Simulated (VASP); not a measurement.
A convergence study with VASP on CaF2 (fluorite): a few settings are varied, all else stays as given below, so the limit is that of these other settings. The cell's lengths are 1 % over those of the tabulated start and one atom is moved, so it is off equilibrium.

```
CELL_PARAMETERS angstrom
      0.00000     2.75730     2.75730
      2.75730     0.00000     2.75730
      2.75730     2.75730     0.00000
ATOMIC_POSITIONS crystal
  Ca 0.00000 0.00000 0.00000
  F  0.25000 0.25000 0.25000
  F  0.73901 0.76099 0.76099
```

These are LDA (Ceperley-Alder, Perdew-Zunger), VASP's LDA PAW potentials (set 64) (plane waves; VASP) values and carry that method's errors. The last row used: 700 eV cut-off, 6×6×6 Γ-centred mesh, Gaussian smearing of 0.050 eV, potentials Ca_sv F.

```
setting                      E (eV/atom)  pressure (GPa)  largest force (eV/Å)  electronic steps
---------------------------  -----------  --------------  --------------------  ----------------
ALGO = Normal, EDIFF = 1E-2      -6.3032           -8.36                 0.223                 9
ALGO = Normal, EDIFF = 1E-3      -6.3033           -9.15                 0.224                 9
ALGO = Normal, EDIFF = 1E-4      -6.3033           -8.18                 0.223                11
ALGO = Normal, EDIFF = 1E-5      -6.3033           -8.14                 0.223                11
ALGO = Normal, EDIFF = 1E-6      -6.3033           -8.15                 0.223                12
ALGO = Normal, EDIFF = 1E-8      -6.3033           -8.11                 0.223                15
ALGO = Normal, EDIFF = 1E-9      -6.3033           -8.11                 0.223                16
ALGO = Fast, EDIFF = 1E-2        -6.3023           -6.85                 0.220                 9
ALGO = Fast, EDIFF = 1E-3        -6.3031           -7.82                 0.222                11
ALGO = Fast, EDIFF = 1E-4        -6.3033           -8.17                 0.223                14
ALGO = Fast, EDIFF = 1E-5        -6.3033           -8.10                 0.223                16
ALGO = Fast, EDIFF = 1E-6        -6.3033           -8.09                 0.223                19
ALGO = Fast, EDIFF = 1E-7        -6.3033           -8.12                 0.223                22
ALGO = Fast, EDIFF = 1E-8        -6.3033           -8.12                 0.223                25
ALGO = Fast, EDIFF = 1E-9        -6.3033           -8.11                 0.223                33
ALGO = All, EDIFF = 1E-2         -6.3023           -7.35                 0.212                11
ALGO = All, EDIFF = 1E-3         -6.3030           -8.31                 0.227                13
ALGO = All, EDIFF = 1E-4         -6.3033           -8.02                 0.224                16
ALGO = All, EDIFF = 1E-5         -6.3033           -8.10                 0.223                20
ALGO = All, EDIFF = 1E-6         -6.3033           -8.10                 0.223                25
ALGO = All, EDIFF = 1E-7         -6.3033           -8.11                 0.223                30
ALGO = All, EDIFF = 1E-8         -6.3033           -8.11                 0.223                37
ALGO = All, EDIFF = 1E-9         -6.3033           -8.11                 0.223                42
```

Left out are rungs that failed or repeat a setting and relaxations that didn't move; long series are thinned to 24 rows.

The compound is CaF2 in the fluorite structure. The cell was not relaxed at this level, it is distorted from the ideal structure.
